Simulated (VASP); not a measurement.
Input:

```
AgB
1.0
    2.90136     0.00000     0.00000
    0.00000     2.90136     0.00000
    0.00000     0.00000     2.90136
Ag B
1 1
Cartesian
  0.00000   0.00000   0.00000
  1.45068   1.45068   1.45068
```

Computed with r2SCAN meta-GGA, VASP's PBE PAW potentials (set 64) (plane waves; VASP). Numerical set-up: 600 eV cut-off, 12×12×12 Γ-centred mesh, first-order Methfessel-Paxton smearing of 0.10 eV, potentials Ag B.

Question: The ions, cell shape and volume at an external pressure of 2.0 GPa are relaxed. Which structure does the run end with?

Answer: 
```
AgB
1.0
    2.89113     0.00000     0.00000
    0.00000     2.89113     0.00000
    0.00000     0.00000     2.89113
Ag B
1 1
Direct
  0.00000   0.00000   0.00000
  0.50000   0.50000   0.50000
```
Space group Pm-3m (221), at a tolerance of 0.03 Å.

Question: How do energy and volume change from the first to the last step?

Answer: The energy (σ→0) changes by +1.0 meV/atom and the volume by -1.1 %, in 3 ionic steps.

```tsv
step	E(σ→0) (eV)	max force (eV/Å)	pressure (GPa)	volume (Å³)
1	-25.8000	0.000	0.47	24.42
2	-25.7956	0.000	2.98	24.01
3	-25.7980	0.000	2.02	24.17
```

The structure was generated: AgB was put into the CsCl type (Pm-3m), which need not be its known phase. This run relaxes it under an external pressure of 2 GPa. Symmetry was kept, so distortions that lower it aren't found.
